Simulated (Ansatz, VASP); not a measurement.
# Two plane-wave programs on LaMg6Mn

Contents of INCAR:

```
ALGO     = Normal         # electronic algorithm
EDIFF    = 1E-7           # SCF threshold, eV
ENCUT    = 520            # plane-wave cutoff, eV
GGA      = PE             # functional
ISIF     = 2              # what is computed and relaxed
ISMEAR   = -1             # smearing method
ISPIN    = 2              # spin polarisation
LASPH    = T              # aspherical terms in the spheres
LCHARG   = F              # write CHGCAR
LMAXMIX  = 6              # l up to which the mixer works
LORBIT   = 11             # projections on sites
LREAL    = F              # projectors in reciprocal space
LWAVE    = F              # write WAVECAR
MAGMOM   = 0 4 0 0 0 0 0 0 # initial moments
NBANDS   = 32             # bands
NELM     = 120            # most SCF steps
PREC     = Accurate       # precision mode
SIGMA    = 0.05           # smearing width, eV
```

The input KPOINTS:

```
k-points
0
Gamma
  5 5 5
```

The input POSCAR:

```
LaMg6Mn
1.0
    5.0116751846      0.0000000000      0.0000000000
    0.0000000000      3.2474768475      5.6404705282
    0.0000000000     -3.2474768475      5.6404705282
La Mn Mg
1 1 6
Direct
    0.5000000000      0.6748660000      0.6748660000
    0.0000000000      0.8361220000      0.8361220000
    0.5000000000      0.1625480000      0.1625480000
    0.5000000000      0.1578490000      0.6803110000
    0.5000000000      0.6803110000      0.1578490000
    0.0000000000      0.3333210000      0.3333210000
    0.0000000000      0.3164810000      0.8385030000
    0.0000000000      0.8385030000      0.3164810000
```

File input.yaml:

```yaml
crystal:
  lattice:
    - [5.0116751846, 0.0, 0.0]
    - [0.0, 3.2474768475, 5.6404705282]
    - [0.0, -3.2474768475, 5.6404705282]
  atoms:
    - { symbol: La, position: [0.5, 0.674866, 0.674866] }
    - { symbol: Mn, position: [0.0, 0.836122, 0.836122], spin: 4.0 }
    - { symbol: Mg, position: [0.5, 0.162548, 0.162548] }
    - { symbol: Mg, position: [0.5, 0.157849, 0.680311] }
    - { symbol: Mg, position: [0.5, 0.680311, 0.157849] }
    - { symbol: Mg, position: [0.0, 0.333321, 0.333321] }
    - { symbol: Mg, position: [0.0, 0.316481, 0.838503] }
    - { symbol: Mg, position: [0.0, 0.838503, 0.316481] }
hamiltonian:
  xc: pbe
  pseudopotentials: { kind: paw }
magnetization:
  spin_polarized: true
kpoints:
  mp_grid: { grid: [5, 5, 5] }
scf:
  occupations: { method: fermi_dirac, width: 0.05 }
output:
  forces: true
  stress: true
  eigenvalues: true
```

Change from the starting cell: volume scaled by 0.94.

Alike in both runs: task single point; functional PBE; k mesh 5 × 5 × 5; occupations fermi-dirac, width 0.05 eV; collinear spin, ferromagnetic start.

|  | VASP | Ansatz |
| --- | --- | --- |
| version | VASP 6.6.1 | Ansatz 0.2.0 |
| potentials or method | VASP PAW PBE potentials, release 64 (La, Mn_pv, Mg) | Ansatz PAW |
| plane-wave cutoff (eV) | 520 | 420 |
| valence electrons in the cell | 36 | 86 |

```tsv
	VASP	Ansatz	Ansatz less VASP
gap on the k mesh at the Fermi level (eV)	none	none	-
pressure (GPa)	2.1	2.1	+0.06
largest component of the traceless stress (GPa)	0.10	0.10	+0.002
rms of the force components (eV/Å)	0.047	0.047	-0.0002
net moment per atom (μB)	0.48	0.48	0.000
size of the moment on the site where the two differ most (μB)	3.74	3.89	+0.154
```

Site moments also hang on the region over which each program counts them. Atom by atom the forces differ by 0.002 eV/Å (rms over components). A gap of «none» marks a metal or a gap that the smearing closes. With one functional, cell and mesh, what is left measures potentials, basis and numerics. The two sets of potentials don't hold the same shells in valence.

The runs have no spin-orbit coupling, so splittings on La are missing.
